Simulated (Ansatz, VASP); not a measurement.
# Cross-check of Al3ZnAs3Se between VASP and Ansatz

Aim: how closely do two programs agree when they are given the same cell, functional and k mesh? The cell is generated by rule, not measured, and may not be a known phase. The cell is taken from a series of runs on this material, whose earlier steps may have relaxed, scaled, displaced or heated it; both programs get it as it stands.

Main program and level: Ansatz 0.2.0; plane waves, with VASP 6.6.1 beside it; PBE.

The structure was built from a prototype and need not be the compound's stable phase.

### Step 1. The starting structure

Symmetry: Pmm2, No. 25, orthorhombic system. Conventional cell: a = 4.056 Å, b = 4.069 Å, c = 11.444 Å, α = 90.00°, β = 90.00°, γ = 90.00°. Al has 2 As at 2.46 Å and 2 Se at 2.49 Å nearest. Al has 4 As at 2.46 to 2.50 Å nearest. Nearest to As lie 4 Al at 2.46 to 2.50 Å. As has 2 Zn at 2.40 Å and 2 Al at 2.46 Å nearest. Farther neighbours and most contacts between anions are not listed.

### Step 2. VASP: relaxation of cell and atoms, PBE, pair 1

The relaxed volume is the usual yardstick between codes: in a stiff, nearly cubic crystal its relative difference is about their pressure difference at one cell divided by the bulk modulus.

Lines of VASP's logs that name or quote its potential files are left out, and so is its time.

The input, INCAR:

```
SYSTEM = Al3ZnAs3Se
PREC = Accurate
ENCUT = 500
EDIFF = 1E-07
NELM = 120
ISMEAR = 0
SIGMA = 0.02
LREAL = .FALSE.
ALGO = Normal
GGA = PE
NBANDS = 29
LORBIT = 11
LWAVE = .FALSE.
LCHARG = .FALSE.
ISIF = 3
IBRION = 2
NSW = 80
EDIFFG = -0.005
LASPH = .TRUE.
GGA_COMPAT = .FALSE.
NELMIN = 4
EFERMI = MIDGAP
KPAR = 2
```

The input, POSCAR:

```
Al3ZnAs3Se
1.0
    2.8677340000      2.8677340000      0.0000000000
   -2.8771390000      2.8771390000      0.0000000000
    0.0000000000      0.0000000000     11.4443530000
Al As Se Zn
3 3 1 1
Direct
    0.0000000000      0.0000001738      0.0045027447
    0.5000000000      0.5000001738      0.2530467209
    0.0000000000      0.0000001738      0.5024608206
    0.5000000000      0.0000001738      0.1257033054
    0.0000000000      0.5000001738      0.3752501343
    0.5000000000      0.0000001738      0.6243312313
    0.0000000000      0.5000001738      0.8788306338
    0.5000000000      0.5000001738      0.7358744527
```

The input, KPOINTS:

```
Automatic mesh
0
Gamma
6 6 2
0 0 0
```

PAW data sets: Al, As, Se and Zn (PBE family, release 64).

Run with:

```console
> mpirun -np 2 vasp_std
```

Numbers of over 12 decimals in the logs are rounded to 6 here.

What it wrote:

```text
[banner, memory and clock lines left out]
running    2 mpi-ranks, on    1 nodes
 distrk:  each k-point on    1 cores,    2 groups
 distr:  one band on    1 cores,    1 groups

 POSCAR found type information on POSCAR AlAsSeZn
 POSCAR found :  4 types and       8 ions
 LDA part: xc-table for (Slater+PW92), standard interpolation
 POSCAR, INCAR and KPOINTS ok, starting setup
 FFT: planning ... GRIDC
 FFT: planning ... GRID_SOFT
 FFT: planning ... GRID
 WAVECAR not read
 entering main loop
       N       E                     dE             d eps       ncg     rms          rms(c)
DAV:   1     0.202594745646E+03    0.20259E+03   -0.16051E+04  1856   0.122E+03
DAV:   2    -0.146456462272E+02   -0.21724E+03   -0.20751E+03  2165   0.248E+02
DAV:   3    -0.346676644500E+02   -0.20022E+02   -0.19801E+02  2293   0.761E+01
DAV:   4    -0.351224272258E+02   -0.45476E+00   -0.45420E+00  2303   0.122E+01
DAV:   5    -0.351299163130E+02   -0.74891E-02   -0.74885E-02  2526   0.158E+00    0.695E+00
DAV:   6    -0.340611063406E+02    0.10688E+01   -0.19669E+00  2549   0.301E+01    0.470E+00
DAV:   7    -0.339555284684E+02    0.10558E+00   -0.18416E+00  2251   0.625E+00    0.165E+00
DAV:   8    -0.339569692383E+02   -0.14408E-02   -0.11513E-01  2130   0.198E+00    0.753E-01
DAV:   9    -0.339574471760E+02   -0.47794E-03   -0.14779E-02  2281   0.857E-01    0.157E-01
DAV:  10    -0.339578748473E+02   -0.42767E-03   -0.10467E-03  2308   0.340E-01    0.988E-02
DAV:  11    -0.339582461586E+02   -0.37131E-03   -0.59667E-04  2111   0.145E-01    0.254E-02
DAV:  12    -0.339582791766E+02   -0.33018E-04   -0.53760E-05  2356   0.518E-02    0.140E-02
DAV:  13    -0.339582848873E+02   -0.57107E-05   -0.15747E-05  2249   0.227E-02    0.440E-03
DAV:  14    -0.339582860445E+02   -0.11572E-05   -0.33146E-06  2139   0.117E-02    0.221E-03
DAV:  15    -0.339582863175E+02   -0.27293E-06   -0.59059E-07  2299   0.480E-03    0.126E-03
DAV:  16    -0.339582864075E+02   -0.90044E-07   -0.20638E-07  1831   0.265E-03
   1 F= -.33958286E+02 E0= -.33958286E+02  d E =-.339583E+02
[...]
2 F= -.33958574E+02 E0= -.33958574E+02  d E =-.287156E-03
[...]
3 F= -.33958604E+02 E0= -.33958604E+02  d E =-.317464E-03
[...]
4 F= -.33958620E+02 E0= -.33958620E+02  d E =-.158404E-04
[...]
5 F= -.33958626E+02 E0= -.33958626E+02  d E =-.217864E-04
 curvature:  -1.01 expect dE=-0.662E-05 dE for cont linesearch -0.319E-10
 trial: gam= 0.30826 g(F)=  0.434E-05 g(S)=  0.219E-05 ort =-0.265E-07 (trialstep = 0.116E+01)
 search vector abs. value=  0.864E-05
 bond charge predicted
       N       E                     dE             d eps       ncg     rms          rms(c)
DAV:   1    -0.339586364664E+02   -0.10730E-04   -0.39348E-04  1995   0.131E-01    0.167E-02
DAV:   2    -0.339586322878E+02    0.41787E-05   -0.30364E-05  2369   0.711E-02    0.830E-03
DAV:   3    -0.339586307717E+02    0.15160E-05   -0.26255E-06  2197   0.113E-02    0.410E-03
DAV:   4    -0.339586302081E+02    0.56367E-06   -0.76479E-07  2170   0.534E-03    0.106E-03
DAV:   5    -0.339586301830E+02    0.25054E-07   -0.13240E-07  1408   0.304E-03
   6 F= -.33958630E+02 E0= -.33958630E+02  d E =-.452540E-05
 trial-energy change:   -0.000005  1 .order   -0.000005   -0.000008   -0.000002
 step:   1.5357(harm=  1.5357)  dis= 0.00047  next Energy=   -33.958631 (dE=-0.501E-05)
 reached required accuracy - stopping structural energy minimisation
```

Parts of OUTCAR (step 2):

```text
ion  position               nearest neighbor table
   1  0.000  0.000  0.005-   4 2.46   4 2.46   7 2.49   7 2.49
   2  0.500  0.500  0.253-   5 2.46   5 2.46   4 2.50   4 2.50
   3  0.000  0.000  0.502-   6 2.46   6 2.46   5 2.50   5 2.50
   4  0.500  0.000  0.126-   1 2.46   1 2.46   2 2.50   2 2.50
   5  0.000  0.500  0.375-   2 2.46   2 2.46   3 2.50   3 2.50
   6  0.500  0.000  0.624-   8 2.40   8 2.40   3 2.46   3 2.46
   7  0.000  0.500  0.879-   1 2.49   1 2.49   8 2.61   8 2.61
   8  0.500  0.500  0.736-   6 2.40   6 2.40   7 2.61   7 2.61

  LATTYP: Found a simple orthorhombic cell.
 ALAT       =     4.0555883161
 B/A-ratio  =     1.0032795929
 C/A-ratio  =     2.8218724654

 Subroutine GETGRP returns: Found  4 space group operations
 (whereof  4 operations were pure point group operations)

The static configuration has the point symmetry C_2v.

 Found     32 irreducible k-points:

   k-points           NKPTS =     32   k-points in BZ     NKDIM =     32   number of bands    NBANDS=     29

   dimension x,y,z NGX =    30 NGY =   30 NGZ =   84
   dimension x,y,z NGXF=    60 NGYF=   60 NGZF=  168

   ENCUT  =  500.0 eV  36.75 Ry    6.06 a.u.   7.39  7.42 20.87*2*pi/ulx,y,z

   NELECT =      42.0000    total number of electrons

 k-points in reciprocal lattice and weights: Automatic mesh
   0.00000000  0.00000000  0.00000000       0.014
   0.16666667  0.00000000  0.00000000       0.028
   0.33333333  0.00000000  0.00000000       0.028
   0.50000000  0.00000000  0.00000000       0.014
   0.00000000  0.16666667  0.00000000       0.028
   0.16666667  0.16666667  0.00000000       0.056
   0.33333333  0.16666667  0.00000000       0.056
   0.50000000  0.16666667  0.00000000       0.028
   0.00000000  0.33333333  0.00000000       0.028
[...]
0.33333333  0.50000000  0.50000000       0.028
   0.50000000  0.50000000  0.50000000       0.014

 average (electrostatic) potential at core
       1 -77.7446       2 -77.1334       3 -76.7891       4 -50.6446       5 -50.3150
       6 -49.9977       7 -55.1272       8 -35.6311

 E-fermi :   3.8654

 k-point     1 :       0.0000    0.0000    0.0000
  band No.  band energies     occupation
    ...
     17       1.8521      2.00000
     18       2.1143      2.00000
     19       2.9795      2.00000
     20       3.0105      2.00000
     21       3.3947      2.00000
     22       4.3362      0.00000
     23       4.7452      0.00000
     24       5.3449      0.00000
     25       5.6807      0.00000
     26       6.0619      0.00000
    ...

 k-point     2 :       0.1667    0.0000    0.0000
  band No.  band energies     occupation
    ...
     17       1.5414      2.00000
     18       1.7871      2.00000
     19       2.2121      2.00000
     20       2.6019      2.00000
     21       3.3888      2.00000
     22       4.8324      0.00000
     23       5.5172      0.00000
     24       6.0388      0.00000
     25       6.5666      0.00000
     26       6.6388      0.00000
    ...

 k-point     3 :       0.3333    0.0000    0.0000
  band No.  band energies     occupation
    ...
     17       1.8129      2.00000
     18       1.9123      2.00000
     19       2.1771      2.00000
     20       2.3840      2.00000
     21       3.3502      2.00000
     22       4.9373      0.00000
     23       5.5972      0.00000
     24       6.0115      0.00000
     25       6.6082      0.00000
     26       7.6414      0.00000
    ...

  Total       -0.0011072     -0.0011072      0.0008637      0.0031867      0.0000000      0.0000000
  in kB       -0.0093697     -0.0093697      0.0073089      0.0269668      0.0000000      0.0000000
  external PRESSURE =      -0.0038102 kB  Pullay stress =       0.0000000 kB

  energy-cutoff  :      500.00
  volume of cell :      189.33
      direct lattice vectors                 reciprocal lattice vectors
     2.870949910  2.870949910  0.000000000     0.174158385  0.174158385  0.000000000
    -2.879685110  2.879685110  0.000000000    -0.173630095  0.173630095  0.000000000
     0.000000000  0.000000000 11.450280455     0.000000000  0.000000000  0.087334105

 POSITION                                       TOTAL-FORCE (eV/Angst)
 -----------------------------------------------------------------------------------
     -0.00000      0.00000      0.05024         0.000000      0.000000      0.003762
     -0.00437      2.87532      2.89633         0.000000      0.000000     -0.001549
     -0.00000      0.00000      5.75185         0.000000      0.000000     -0.002263
      1.43547      1.43548      1.44024         0.000000      0.000000      0.001977
     -1.43984      1.43984      4.29775         0.000000      0.000000     -0.001816
      1.43547      1.43548      7.14802         0.000000      0.000000      0.000944
     -1.43984      1.43984     10.06572         0.000000      0.000000      0.000784
     -0.00437      2.87532      8.42582         0.000000      0.000000     -0.001840
 -----------------------------------------------------------------------------------
    total drift:                                0.000559     -0.000559     -0.000902

  FREE ENERGIE OF THE ION-ELECTRON SYSTEM (eV)
  ---------------------------------------------------
  free  energy   TOTEN  =       -33.9586301830 eV

  energy  without entropy=      -33.9586301830  energy(sigma->0) =      -33.95863018

 reached required accuracy - stopping structural energy minimisation

 total charge
# of ion       s       p       d       tot
------------------------------------------
    1        0.400   0.336   0.000   0.737
    2        0.404   0.354   0.000   0.758
    3        0.404   0.354   0.000   0.758
    4        1.195   1.657   0.023   2.875
    5        1.195   1.653   0.023   2.871
    6        1.194   1.644   0.026   2.864
    7        1.443   2.411   0.025   3.879
    8        0.573   0.426   9.763  10.762
--------------------------------------------------
tot          6.808   8.836   9.861  25.504

[... 3 further parts left out ...]
```

The run keeps the 4 symmetry operations of its start, so it cannot find a distortion of lower symmetry.

### Step 3. Ansatz: relaxation of cell and atoms, PBE, pair 1

Ansatz runs on its default PAW (the set named soft_2) files.

The same cell, functional, mesh and smearing now go to Ansatz, which takes its cutoff from its data sets.

The input, input.yaml:

```yaml
crystal:
  lattice:
    - [2.8677340977, 2.8677340977, 0.0]
    - [-2.8771392091, 2.8771392091, 0.0]
    - [0.0, 0.0, 11.4443530695]
  atoms:
    - { symbol: Al, position: [0.0, 0.0, 0.0045027523] }
    - { symbol: Al, position: [0.5, 0.5, 0.2530466796] }
    - { symbol: Al, position: [0.0, 0.0, 0.5024608422] }
    - { symbol: As, position: [0.5, 0.0, 0.1257033398] }
    - { symbol: As, position: [1.0, 0.5, 0.3752501561] }
    - { symbol: As, position: [0.5, 0.0, 0.6243312249] }
    - { symbol: Se, position: [1.0, 0.5, 0.8788305936] }
    - { symbol: Zn, position: [0.5, 0.5, 0.7358744115] }
kpoints:
  mp_grid: { grid: [6, 6, 2] }
hamiltonian:
  xc: pbe
scf:
  occupations: { method: gaussian, width: 0.02 }
output:
  forces: true
  stress: true
  eigenvalues: true
relax:
  adjacent_minimum: "off"
  f_tol: 0.005
  max_steps: 80
  cell: { stress_tol: 0.05 }
```

Run with:

```console
> ansatz run input.yaml --threads 4 --pin off --max-ram 14336MiB --backend cpu --events-out ev --progress --plain --runs-dir out
```

What it wrote:

```text
Engine: ansatz 0.2.0, x86_64-unknown-linux-gnu
Pseudopotentials: kind: paw
Pseudopotential: Al, paw, valence charge 3, recommended cutoff 420 eV (normal), Al.paw.azcp
Pseudopotential: As, paw, valence charge 15, recommended cutoff 420 eV (normal), As.paw.azcp
Pseudopotential: Se, paw, valence charge 16, recommended cutoff 420 eV (normal), Se.paw.azcp
Pseudopotential: Zn, paw, valence charge 12, recommended cutoff 420 eV (normal), Zn.paw.azcp
Functional definition: PBE
  parameter kappa = 0.804
  parameter beta = 0.066725
  exchange = pbe_x(kappa = kappa, mu = beta*pi^2/3)
  correlation = pbe_c(beta = beta)
Crystal: 8 atoms, lattice volume = 188.852 Å³
Basis set: ecut = 420 eV, 3695 PW (Γ), exchange–correlation on 60×60×160 points (8 copies of the dense FFT grid, shifted against one another)
Bands: 50, of which v1, the nominal top of the filled ones, is band 41 counted from 1 (40 counted from 0)
Symmetry: 4 space group operations
Space group: Pmm2 (ITA 25), of the structure as read, at distance tolerance 5.7e-5 Å
k-points: 32 of 72
Non-local potential: Al, projectors of the file, l = 0: 2, l = 1: 2, l = 2: 1
Non-local potential: As, projectors of the file, l = 0: 2, l = 1: 2, l = 2: 3, l = 3: 1
Non-local potential: Se, projectors of the file, l = 0: 2, l = 1: 2, l = 2: 3, l = 3: 1
Non-local potential: Zn, projectors of the file, l = 0: 2, l = 1: 2, l = 2: 3, l = 3: 1
PAW form: soft (Blöchl's): semilocal exchange-correlation on the pseudo side does not see the compensation charge
PAW one-centre angular grid: Al, 110 points (default); XC on 64 Gauss nodes
PAW one-centre angular grid: As, 590 points (default); XC on 64 Gauss nodes
PAW one-centre angular grid: Se, 590 points (default); XC on 64 Gauss nodes
PAW one-centre angular grid: Zn, 590 points (default); XC on 64 Gauss nodes
Initial density: superposition of atomic densities (neutral atoms: chi_scale 0, normalization atom), corrected by the library's trained network
Initial wavefunctions: pseudopotential atomic-orbital guess
Functional: x = pbe(κ = 0.804, μ = 0.219515), c = pbe(β = 0.066725)
SCF iter   1: F=—  HF=-24973.142494 eV  |F-HF|=—  |Δ(HF+E_count)|=         —  Δρ=1.47e-3  dr2=7.87e-3  ethr=1.77e-3  ⟨swp⟩=7.1  Hψ=6553  notcnv=0  defer=3
preconditioner: auto → Resta (q_TF=auto, 2.374 Å⁻¹)  ε∞=4.7  [insulator: Δε(μ)=0.977 eV  Ē_g=9.054 eV  σ=0.020 eV  W_gap=1.00  n_scr=48 (ndim 8)  ℏωp=17.5 eV  f_vac=0.027  D(μ)=0.00/eV (n_scr^D=0)  ε∞_Penn≈4.7]
SCF iter   2: F=—  HF=-24973.140555 eV  |F-HF|=—  |Δ(HF+E_count)|=   1.94e-3  Δρ=7.80e-4  dr2=2.17e-3  ethr=9.60e-6  ⟨swp⟩=2.8  Hψ=3082  notcnv=0  defer=104
SCF iter   3: F=—  HF=-24973.140329 eV  |F-HF|=—  |Δ(HF+E_count)|=   2.25e-4  Δρ=2.10e-4  dr2=1.27e-4  ethr=2.65e-6  ⟨swp⟩=2.0  Hψ=2976  notcnv=0  defer=104
SCF iter   4: F=—  HF=-24973.140243 eV  |F-HF|=—  |Δ(HF+E_count)|=   8.64e-5  Δρ=1.11e-4  dr2=4.19e-5  ethr=1.55e-7  ⟨swp⟩=2.0  Hψ=2802  notcnv=0  defer=104
SCF iter   5: F=—  HF=-24973.140307 eV  |F-HF|=—  |Δ(HF+E_count)|=   6.43e-5  Δρ=5.47e-5  dr2=7.20e-6  ethr=5.11e-8  ⟨swp⟩=2.0  Hψ=2054  notcnv=0  defer=104
SCF iter   6: F=—  HF=-24973.140311 eV  |F-HF|=—  |Δ(HF+E_count)|=   3.90e-6  Δρ=5.30e-5  dr2=3.49e-6  ethr=8.77e-9  ⟨swp⟩=2.0  Hψ=2802  notcnv=0  defer=104
SCF iter   7: F=—  HF=-24973.140311 eV  |F-HF|=—  |Δ(HF+E_count)|=   2.12e-7  Δρ=8.61e-6  dr2=1.45e-7  ethr=4.26e-9  ⟨swp⟩=2.0  Hψ=2048  notcnv=0  defer=104
SCF iter   8: F=-24973.140311 eV  HF=-24973.140311 eV  |F-HF|=7.09e-9  |Δ(HF+E_count)|=   3.37e-7  Δρ=2.35e-6  dr2=1.33e-8  ethr=1.22e-10  ⟨swp⟩=9.4  Hψ=7196  notcnv=0
SCF 1 converged in 8 iterations: F = -24973.140311 eV  dr2 = 1.33e-8
  greatest PAW one-centre occupation: 1.000 electrons in one spin orbital (limit 2), on the Se atom at site 6 (counted from 0), in its partial waves of l = 2
relax step   1: F+E_penalty+E_count = -24973.14031131 eV  Δ(F+E_penalty+E_count) = +0.000e0 eV  max|allowed force component| = 2.021e-2 eV/Å  Δτ_max = 0.0000 Å  P = +0.007 GPa  Ω = 188.852 Å³  (8 SCF iters, dr2 threshold 1.00e-7 eV, accepted)
[...]
relax step   2: F+E_penalty+E_count = -24973.14037642 eV  Δ(F+E_penalty+E_count) = -6.511e-5 eV  max|allowed force component| = 5.204e-3 eV/Å  Δτ_max = 0.0018 Å  P = +0.003 GPa  Ω = 188.867 Å³  energy of the carried Pulay correction = -3.164e-6 eV  (5 SCF iters, dr2 threshold 2.55e-8 eV, accepted)
[...]
relax step   3: F+E_penalty+E_count = -24973.14037705 eV  Δ(F+E_penalty+E_count) = -6.304e-7 eV  max|allowed force component| = 2.405e-3 eV/Å  Δτ_max = 0.0003 Å  P = -0.003 GPa  Ω = 188.889 Å³  energy of the carried Pulay correction = -7.664e-6 eV  (5 SCF iters, dr2 threshold 1.69e-9 eV, accepted)
[...]
relax step   4: F+E_penalty+E_count = -24973.14038103 eV  Δ(F+E_penalty+E_count) = -3.983e-6 eV  max|allowed force component| = 2.404e-3 eV/Å  Δτ_max = 0.0000 Å  P = -0.003 GPa  Ω = 188.889 Å³  stress off target by 4.29e-3 GPa  SCF on the basis re-selected at this cell (its energy is not comparable with the rows above)  (4 SCF iters)
basis re-selected at this cell: Δ(F+E_penalty+E_count) = -3.983e-6 eV, ΔP = +0.000 GPa vs the last step (what re-selecting the basis moved, of the pressure what is left beyond the Pulay correction that the steps carried, after the strain that the cell walked since its last selection, with what the two solves' SCF thresholds leave and, on support functions, any second-order correction that the steps lacked; it is no m [...]
SCF converged after 4 iterations
Free energy (F): -24973.140381 eV
Harris-Foulkes:  -24973.140381 eV  (|F-HF|=3.27e-11)
Internal energy: -24973.140381 eV  (E = F + TS)
E sigma→0 (E₀):  -24973.140381 eV
Fermi energy:    6.920712 eV
--- Per-component energies (eV) ---
  E_band       = -1216.050784
  E_kinetic    = 626.568010
  E_local      = -11573.765025  (includes V_loc(G=0)·N_el)
  E_nonlocal   = -1963.091114
  E_hartree    = 5830.618123
  E_xc         = -597.154814
  E_vxc        = -473.388867  (∫ρ·V_xc dr)
  E_paw        = -10647.291980  (= ΣΔE_a)
  E_vpaw       = 506.390879  (= ΣTr[D̂ρ^β])
  E_aug_tail   = -0.000941  (compensation charges beyond the density's cutoff)
  E_ewald      = -6649.022641
  E_smearing   = -0.000000  (= −TS)
  E_closure    = 0.000000  (closes the sum)
  Σ components = -24973.140381   (vs F -24973.140381, Δ=0.00e0)
--- Forces (eV/Å), atoms counted from 1 ---
  atom   1  Al     0.00000000     0.00000000    -0.00027580
  atom   2  Al    -0.00000000    -0.00000000     0.00041457
  atom   3  Al     0.00000000     0.00000000    -0.00081398
  atom   4  As    -0.00000000    -0.00000000     0.00000109
  atom   5  As     0.00000000     0.00000000    -0.00020632
  atom   6  As    -0.00000000    -0.00000000     0.00240362
  atom   7  Se    -0.00000000    -0.00000000     0.00060539
  atom   8  Zn     0.00000000     0.00000000    -0.00212892
  max |Σ_I F_I| component: 3.54e-7 eV/Å
--- Stress (GPa, compression-positive) ---
       -0.003601       0.000685       0.000000
        0.000685      -0.003601       0.000000
        0.000000       0.000000      -0.001609
  P = ⅓ Tr σ = -0.0029 GPa (-0.029 kbar)
--- Band table (eV; the first three rows and the last of 32) ---
  k-point 0: bands = [... 37 lower, 5.1630, 6.0291, 6.0593, 6.4424, 7.3990, 7.7988, 8.4030, 8.7414, ... 5 higher]
  k-point 1: bands = [... 37 lower, 5.3537, 5.3942, 5.7760, 6.2893, 7.7165, 8.2861, 8.3921, 9.0209, ... 5 higher]
  k-point 2: bands = [... 37 lower, 4.9989, 5.1228, 5.7263, 6.0118, 8.1580, 8.6099, 9.1110, 9.5052, ... 5 higher]
  k-point 31: bands = [... 37 lower, 3.7996, 3.8034, 3.8979, 4.4022, 8.3605, 8.7166, 8.9458, 9.1836, ... 5 higher]
--- Relaxed structure (3 steps of the walk, 3 accepted, 1 SCFs on fresh bases) ---
  F+E_penalty+E_count = -24973.14038103 eV   max|allowed force component| = 2.404e-3 eV/Å   (the final SCF, on the basis selected at the relaxed cell)
  cell:  # Å, volume = 188.8893 Å³
    - [2.868812, 2.868812, 0]
    - [-2.877315, 2.877315, 1.0423705413907049e-19]
    - [-3.1470651369394017e-19, 0, 11.441630]
  atoms:
    - { symbol: Al, position: [0, 0, 0.00446616] }
    - { symbol: Al, position: [0.500000, 0.500000, 0.252963] }
    - { symbol: Al, position: [0, 0, 0.502333] }
    - { symbol: As, position: [0.5, 0, 0.125810] }
    - { symbol: As, position: [1.000000, 0.5, 0.375309] }
    - { symbol: As, position: [0.5, 0, 0.624286] }
    - { symbol: Se, position: [1.000000, 0.5, 0.878992] }
    - { symbol: Zn, position: [0.500000, 0.500000, 0.735841] }
```

In the SCF lines HF is the Harris–Foulkes energy and dr2 the Hartree energy of the density residual, in eV; the loop may stop once dr2 is under the threshold and the program's other checks hold. Hψ counts applications of the Hamiltonian.

(Part 1 of 2 ends here.)

[Lines on the potential files, build, host, timing and source positions are cut from VASP's logs without a mark.]

[Logs are printed without paths, hosts, clocks, repeated set-up lines and the standing remarks that a program may print on its own settings, such as how far it seeks lower states.]

[Hosts, paths, dates, database ids (printed as entryN), source tags and the programs' standing remarks are cut or masked in the printed files.]
